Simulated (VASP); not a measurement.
Computed with PBEsol GGA, VASP's PBE PAW potentials (set 64) (plane waves; VASP).

The input files of a VASP run:

**INCAR**
```
# general
SYSTEM  = CoP
PREC    = Accurate
ENCUT   = 400   # plane-wave cut-off (eV)
LREAL   = F   # projection in real space or not
LASPH   = T

# electronic loop
EDIFF   = 1E-6   # SCF stop (eV)
NELM    = 100   # most electronic steps
ALGO    = Normal
LMAXMIX = 4

# smearing
ISMEAR  = 1   # Methfessel-Paxton
SIGMA   = 0.1   # width (eV)

# functional
GGA     = PS

# spin
ISPIN   = 2   # spin-polarised
MAGMOM  = 3.0 0.0

# ions
IBRION  = 2   # conjugate gradients
NSW     = 60   # most ionic steps
ISIF    = 3   # ions, shape and volume
EDIFFG  = -0.01   # ionic stop

# output
LWAVE   = F
LCHARG  = F
LORBIT  = 10
```

File KPOINTS:
```
Automatic mesh
0
Gamma
11 11 11
0 0 0
```

### POSCAR
```
CoP
1
    0.0000000000     2.5164000000     2.5164000000
    2.5164000000     0.0000000000     2.5164000000
    2.5164000000     2.5164000000     0.0000000000
Co P
1 1
Direct
  0.0000000000   0.0000000000   0.0000000000
  0.5000000000   0.5000000000   0.5000000000
```

POTCAR, in this order: Co P (PBE.64 set). Program: vasp_std.

What VASP printed:

**OSZICAR**
```
       N       E                     dE             d eps       ncg     rms          rms(c)
DAV:   1     0.464108742156E+02    0.46411E+02   -0.49958E+03  2960   0.849E+02
DAV:   2    -0.122324147583E+02   -0.58643E+02   -0.53469E+02  3042   0.181E+02
DAV:   3    -0.150314183466E+02   -0.27990E+01   -0.26973E+01  3717   0.447E+01
DAV:   4    -0.150832200301E+02   -0.51802E-01   -0.51745E-01  3405   0.604E+00
DAV:   5    -0.150848223613E+02   -0.16023E-02   -0.16022E-02  3723   0.112E+00    0.144E+01
DAV:   6    -0.231544072139E+02   -0.80696E+01   -0.87000E+01  3147   0.135E+02    0.361E+01
DAV:   7    -0.128068716859E+02    0.10348E+02   -0.32488E+01  3402   0.907E+01    0.433E+00
DAV:   8    -0.128046891345E+02    0.21826E-02   -0.11289E+00  3731   0.104E+01    0.178E+00
DAV:   9    -0.128085925641E+02   -0.39034E-02   -0.86339E-02  3985   0.264E+00    0.101E+00
DAV:  10    -0.128080631959E+02    0.52937E-03   -0.82735E-03  4062   0.913E-01    0.476E-01
DAV:  11    -0.128081843861E+02   -0.12119E-03   -0.49663E-03  3957   0.839E-01    0.160E-01
DAV:  12    -0.128086565782E+02   -0.47219E-03   -0.17290E-03  3959   0.456E-01    0.153E-01
DAV:  13    -0.128087402414E+02   -0.83663E-04   -0.89406E-05  4389   0.979E-02    0.130E-01
DAV:  14    -0.128089805494E+02   -0.24031E-03   -0.12073E-03  3693   0.384E-01    0.738E-02
DAV:  15    -0.128090196401E+02   -0.39091E-04   -0.60053E-04  4097   0.266E-01    0.307E-02
DAV:  16    -0.128090195407E+02    0.99387E-07   -0.13122E-04  3576   0.128E-01    0.213E-02
DAV:  17    -0.128090245250E+02   -0.49843E-05   -0.62394E-05  3360   0.987E-02    0.888E-03
DAV:  18    -0.128090252712E+02   -0.74623E-06   -0.55442E-06  2185   0.257E-02
   1 F= -.12809025E+02 E0= -.12808984E+02  d E =-.128090E+02  mag=     0.7581
       N       E                     dE             d eps       ncg     rms          rms(c)
DAV:   1    -0.411490036360E+02   -0.28340E+02   -0.30428E+02  3657   0.271E+02    0.552E+01
DAV:   2    -0.480968821064E+02   -0.69479E+01   -0.31685E+02  3042   0.333E+02    0.587E+01
DAV:   3    -0.143606505036E+02    0.33736E+02   -0.11598E+02  3372   0.190E+02    0.198E+01
DAV:   4    -0.139355549333E+02    0.42510E+00   -0.57461E+00  3677   0.236E+01    0.124E+01
DAV:   5    -0.134929634258E+02    0.44259E+00   -0.85148E-01  3547   0.129E+01    0.707E+00
DAV:   6    -0.134467885352E+02    0.46175E-01   -0.14739E-01  3502   0.549E+00    0.216E+00
DAV:   7    -0.134464281490E+02    0.36039E-03   -0.10493E-02  3661   0.101E+00    0.859E-01
DAV:   8    -0.134467304109E+02   -0.30226E-03   -0.18198E-03  4034   0.656E-01    0.309E-01
DAV:   9    -0.134465025643E+02    0.22785E-03   -0.77274E-04  3694   0.465E-01    0.768E-02
DAV:  10    -0.134464893385E+02    0.13226E-04   -0.50760E-05  3841   0.625E-02    0.298E-02
DAV:  11    -0.134464882189E+02    0.11197E-05   -0.29879E-06  2581   0.143E-02    0.130E-02
DAV:  12    -0.134464880608E+02    0.15806E-06   -0.20899E-07  1561   0.431E-03
   2 F= -.13446488E+02 E0= -.13446530E+02  d E =-.637463E+00  mag=    -0.0000
       N       E                     dE             d eps       ncg     rms          rms(c)
DAV:   1    -0.169138144694E+02   -0.34673E+01   -0.38773E+01  3027   0.112E+02    0.156E+01
DAV:   2    -0.213604323663E+02   -0.44466E+01   -0.78453E+01  3467   0.148E+02    0.206E+01
DAV:   3    -0.138875393404E+02    0.74729E+01   -0.24330E+01  3057   0.822E+01    0.457E+00
DAV:   4    -0.138232963361E+02    0.64243E-01   -0.45079E-01  3022   0.602E+00    0.268E+00
DAV:   5    -0.137739339758E+02    0.49362E-01   -0.58837E-02  4438   0.318E+00    0.803E-01
DAV:   6    -0.137707671048E+02    0.31669E-02   -0.54069E-03  4242   0.674E-01    0.174E-01
DAV:   7    -0.137707982568E+02   -0.31152E-04   -0.33835E-04  3287   0.147E-01    0.419E-02
DAV:   8    -0.137707940355E+02    0.42213E-05   -0.16691E-05  4314   0.427E-02    0.247E-02
DAV:   9    -0.137707950054E+02   -0.96982E-06   -0.35242E-06  3117   0.121E-02
   3 F= -.13770795E+02 E0= -.13770399E+02  d E =-.961770E+00  mag=     0.0000
       N       E                     dE             d eps       ncg     rms          rms(c)
DAV:   1    -0.137764944415E+02   -0.57004E-02   -0.71140E-02  3292   0.458E+00    0.688E-01
DAV:   2    -0.137842462268E+02   -0.77518E-02   -0.14282E-01  3317   0.612E+00    0.891E-01
DAV:   3    -0.137710005921E+02    0.13246E-01   -0.63262E-02  3197   0.407E+00    0.139E-01
DAV:   4    -0.137707345135E+02    0.26608E-03   -0.86254E-04  3217   0.302E-01    0.362E-02
DAV:   5    -0.137707287461E+02    0.57674E-05   -0.30436E-05  4290   0.472E-02    0.260E-02
DAV:   6    -0.137707253012E+02    0.34448E-05   -0.58974E-06  2051   0.239E-02    0.496E-03
DAV:   7    -0.137707254238E+02   -0.12258E-06   -0.14039E-06  2025   0.962E-03
   4 F= -.13770725E+02 E0= -.13770323E+02  d E =-.961700E+00  mag=    -0.0000
       N       E                     dE             d eps       ncg     rms          rms(c)
DAV:   1    -0.137782837463E+02   -0.75584E-02   -0.92948E-02  3277   0.524E+00    0.784E-01
DAV:   2    -0.137888676444E+02   -0.10584E-01   -0.19014E-01  3322   0.707E+00    0.103E+00
DAV:   3    -0.137710658765E+02    0.17802E-01   -0.83929E-02  3202   0.463E+00    0.159E-01
DAV:   4    -0.137707355614E+02    0.33032E-03   -0.10521E-03  3047   0.314E-01    0.446E-02
DAV:   5    -0.137707230207E+02    0.12541E-04   -0.48799E-05  4464   0.699E-02    0.284E-02
DAV:   6    -0.137707177206E+02    0.53001E-05   -0.94170E-06  3980   0.262E-02    0.499E-03
DAV:   7    -0.137707177280E+02   -0.74050E-08   -0.43616E-07  1546   0.884E-03
   5 F= -.13770718E+02 E0= -.13770322E+02  d E =0.769578E-05  mag=    -0.0000
       N       E                     dE             d eps       ncg     rms          rms(c)
DAV:   1    -0.137728405479E+02   -0.21228E-02   -0.23909E-02  3292   0.265E+00    0.399E-01
DAV:   2    -0.137755043444E+02   -0.26638E-02   -0.48691E-02  3322   0.356E+00    0.521E-01
DAV:   3    -0.137709905933E+02    0.45138E-02   -0.21471E-02  3187   0.236E+00    0.805E-02
DAV:   4    -0.137709010899E+02    0.89503E-04   -0.28606E-04  3172   0.172E-01    0.212E-02
DAV:   5    -0.137708989911E+02    0.20988E-05   -0.10570E-05  4313   0.285E-02    0.149E-02
DAV:   6    -0.137708979206E+02    0.10705E-05   -0.19382E-06  1671   0.136E-02    0.297E-03
DAV:   7    -0.137708979713E+02   -0.50721E-07   -0.49254E-07  1481   0.580E-03
   6 F= -.13770898E+02 E0= -.13770499E+02  d E =-.172547E-03  mag=    -0.0000
```

OUTCAR:
```
------------------------ aborting loop because EDIFF is reached ----------------------------------------
  FORCE on cell =-STRESS in cart. coord.  units (eV):
  Direction    XX          YY          ZZ          XY          YZ          ZX
  --------------------------------------------------------------------------------------
  Total        0.0022353      0.0022353      0.0022353     -0.0000000     -0.0000000     -0.0000000
  in kB        0.1506811      0.1506811      0.1506811     -0.0000000     -0.0000000     -0.0000000
  external PRESSURE =       0.1506811 kB  Pullay stress =       0.0000000 kB
  volume of cell :       23.77
      direct lattice vectors                 reciprocal lattice vectors
    -0.000000000  2.282023468  2.282023468    -0.219103794  0.219103794  0.219103794
     2.282023468 -0.000000000  2.282023468     0.219103794 -0.219103794  0.219103794
     2.282023468  2.282023468  0.000000000     0.219103794  0.219103794 -0.219103794
 POSITION                                       TOTAL-FORCE (eV/Angst)
 -----------------------------------------------------------------------------------
     -0.00000      2.28202      2.28202         0.000000     -0.000000     -0.000000
      2.28202      2.28202      2.28202         0.000000      0.000000      0.000000
 -----------------------------------------------------------------------------------
    total drift:                               -0.000000     -0.000000     -0.000000
  FREE ENERGIE OF THE ION-ELECTRON SYSTEM (eV)
  ---------------------------------------------------
  free  energy   TOTEN  =       -13.7708979713 eV

  energy  without entropy=      -13.7696999675  energy(sigma->0) =      -13.77049864

 total charge

# of ion       s       p       d       tot
------------------------------------------
    1        0.489   0.510   7.553   8.552
    2        1.032   1.424   0.000   2.455
--------------------------------------------------
tot          1.521   1.933   7.553  11.007

 magnetization (x)

# of ion       s       p       d       tot
------------------------------------------
    1       -0.000  -0.000  -0.000  -0.000
    2       -0.000   0.000   0.000   0.000
--------------------------------------------------
tot         -0.000   0.000  -0.000  -0.000

 reached required accuracy - stopping structural energy minimisation
```
(Selected blocks of OUTCAR.)

CONTCAR:
```
CoP
   1.00000000000000
    -0.0000000000000000    2.2820234677336804    2.2820234677336804
     2.2820234677336799   -0.0000000000000000    2.2820234677336804
     2.2820234677336799    2.2820234677336804    0.0000000000000000
  Co              P
     1     1
Direct
     1.0000000000000000    0.0000000000000000    0.0000000000000000
     0.5000000000000000    0.5000000000000000    0.5000000000000000
```

Energy and stress use the plane-wave basis of the starting cell.

The structure was generated: CoP was put into the rock salt type (Fm-3m), which need not be its known phase. This run relaxes it. Symmetry was kept, so distortions that lower it aren't found.
